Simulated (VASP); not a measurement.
Given:

```yaml
crystal:
  lattice:
    - [0.00000, 2.64044, 2.64044]
    - [2.64044, 0.00000, 2.64044]
    - [2.64044, 2.64044, 0.00000]
  atoms:
    - { symbol: Yb, position: [0.00000, 0.00000, 0.00000] }
```

Computed with PBEsol GGA, VASP's PBE PAW potentials (set 64) (plane waves; VASP 6.6.1). Numerical set-up: 400 eV cut-off, 8×8×8 Γ-centred mesh, Gaussian smearing of 0.050 eV, potentials Yb_2.

The 4f electrons are frozen in the core of the lanthanide potential, so 4f levels, which can set the real gap, and their magnetism are missing.

**Question.** Predict the energy per atom (σ→0).

**Answer.** 
The energy per atom (σ→0) comes out as -1.759 eV/atom.

Total energies compare only between runs with the same potentials, cut-off and functional.

The compound is Yb in the fcc structure. It was relaxed first, which changed the volume by -11 %. The start is the result of an earlier pass.
